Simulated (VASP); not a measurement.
Given:

```yaml
crystal:
  lattice:
    - [3.96458, 0.00000, 0.00000]
    - [-1.98229, 3.43343, 0.00000]
    - [0.00000, 0.00000, 6.64650]
  atoms:
    - { symbol: Zn, position: [0.33333, 0.66667, 0.98867] }
    - { symbol: Cd, position: [0.00000, 0.00000, 0.51954] }
    - { symbol: Se, position: [0.33333, 0.66667, 0.35086] }
    - { symbol: S, position: [0.00000, 0.00000, 0.89292] }
```

Calculation: LDA (Ceperley-Alder, Perdew-Zunger), VASP's LDA PAW potentials (set 64) (plane waves; VASP). Run with 400 eV cut-off, 15×15×8 Γ-centred mesh, Gaussian smearing of 0.010 eV, potentials Zn Cd Se S.

Task: What does the run give for the energy per atom (σ→0), band gap (on the k-mesh) with the smallest direct gap where there is one?

Result: 
```
Item                                                  Value
-----------------------------------  ----------------------
band gap (on the k-mesh)                            0.57 eV
smallest direct gap (on the k-mesh)                 0.57 eV
energy per atom (σ→0)                -352.7 kJ/mol of atoms
```

The absolute energy has meaning only against runs of the same code, potentials and settings.

The structure comes from a computed database's ZnCdSeS entry (P3m1); how it stands against other phases isn't given here. It was relaxed first, which changed the volume by -9 %.
